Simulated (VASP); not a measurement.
BAs (zinc blende) relaxed at rising pressure, in one space group throughout; other phases were not tried. The pressures are those reached. Calculation: PBEsol GGA, VASP's PBE PAW potentials (set 64) (plane waves; VASP).

```tsv
P (GPa)	V (Å³/atom)	k-mesh
0.00	13.631	10×10×10
4.98	13.188	10×10×10
9.98	12.807	10×10×10
19.82	12.187	10×10×10
```

Q: Fit an equation of state and predict the volume at 29.78 GPa.

A: Least squares on the third-order Birch-Murnaghan form, P = (3B0/2)(y⁷ − y⁵)[1 + (3/4)(B′ − 4)(y² − 1)] with y = (V0/V)^(1/3), gives V0 = 13.631 Å³/atom, B0 = 141 GPa and B′ = 4.1, and so 11.681 Å³/atom. The run gave 11.680 Å³/atom, -0.0 % from the fit.

Pressures at which the relaxation failed are left out.

The compound is BAs in the zinc blende structure.
